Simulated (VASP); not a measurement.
Data:

```
CELL_PARAMETERS angstrom
      5.63542    -1.59256     0.00282
      5.63542     1.59256     0.00282
     -1.90585     0.00000     6.92592
ATOMIC_POSITIONS crystal
  Mg 0.00496 0.00496 0.01041
  Mg 0.05353 0.05353 0.60305
  Mg 0.33084 0.33084 0.66689
  Cd 0.38822 0.38822 0.27817
  Cd 0.66718 0.66718 0.33448
  Cd 0.72194 0.72194 0.94034
```

The numbers are results of PBEsol GGA, VASP's PBE PAW potentials (set 64) (plane waves; VASP), not measurements. Settings: 400 eV cut-off, 11×11×5 Γ-centred mesh, tetrahedra with Blöchl corrections, potentials Mg Cd.

The cores are frozen, which limits the accuracy of field gradients.

Problem. Give the principal components of the electric field gradient (V/Å²) and the asymmetry η at each nucleus.

Solution. 
| atom | Vxx | Vyy | Vzz | η |
|---|---|---|---|---|
| Mg1 | 1.5 | 0.6 | -2.1 | 0.47 |
| Mg2 | 2.1 | 0.6 | -2.7 | 0.57 |
| Mg3 | 1.2 | 0.6 | -1.8 | 0.35 |
| Cd4 | -19.3 | -1.6 | 20.9 | 0.85 |
| Cd5 | 16.1 | 7.0 | -23.1 | 0.39 |
| Cd6 | -14.9 | -5.7 | 20.6 | 0.45 |

The structure comes from a computed database's MgCd entry (Cm); how it stands against other phases isn't given here. It was relaxed first.
